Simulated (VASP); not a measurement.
InP (zinc blende) relaxed at rising pressure, in one space group throughout; other phases were not tried. The pressures are those reached. These are PBEsol GGA, VASP's PBE PAW potentials (set 64) (plane waves; VASP) values and carry that method's errors.

```json
[
 {"P (GPa)": "0.01", "V (Å³/atom)": "25.380", "k-mesh": "8×8×8"},
 {"P (GPa)": "4.97", "V (Å³/atom)": "23.806", "k-mesh": "8×8×8"},
 {"P (GPa)": "9.93", "V (Å³/atom)": "22.636", "k-mesh": "8×8×8"},
 {"P (GPa)": "19.95", "V (Å³/atom)": "20.930", "k-mesh": "8×8×8"},
 {"P (GPa)": "29.96", "V (Å³/atom)": "19.700", "k-mesh": "8×8×8"}
]
```

A change of mesh leaves a small step in the series.

Task: Fit an equation of state and predict the volume at 45.10 GPa.

Result: Least squares on the third-order Birch-Murnaghan form, P = (3B0/2)(y⁷ − y⁵)[1 + (3/4)(B′ − 4)(y² − 1)] with y = (V0/V)^(1/3), gives V0 = 25.380 Å³/atom, B0 = 68 GPa and B′ = 4.4, and so 18.339 Å³/atom. The run gave 18.324 Å³/atom, -0.1 % from the fit.

Pressures at which the relaxation failed are left out.

The compound is InP in the zinc blende structure.
